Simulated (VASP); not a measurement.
Input:

```xyz
2
Lattice="1.3113 -2.2713 0.0000 1.3113 2.2713 0.0000 0.0000 0.0000 4.5394" Properties=species:S:1:pos:R:3 pbc="T T T"
Zn     1.3113     0.7571     1.1348
Zn     1.3113    -0.7571     3.4045
```

Method: revTPSS meta-GGA, VASP's PBE PAW potentials (set 64) (plane waves; VASP 6.6.1). Run with 520 eV cut-off, 18×18×9 Γ-centred mesh, tetrahedra with Blöchl corrections, potentials Zn.

Problem. Predict the energy per atom (σ→0), band gap (over mesh and band path) with the smallest direct gap where there is one.

Solution. 
| Item | Result |
|---|---|
| band gap (over mesh and band path) | none (metal, semimetal or under 0.01 eV) |
| energy per atom (σ→0) | 3.801 eV/atom |

Total energies compare only between runs with the same potentials, cut-off and functional.

The compound is Zn in the hcp structure. It was relaxed first, which changed the volume by -11 %.
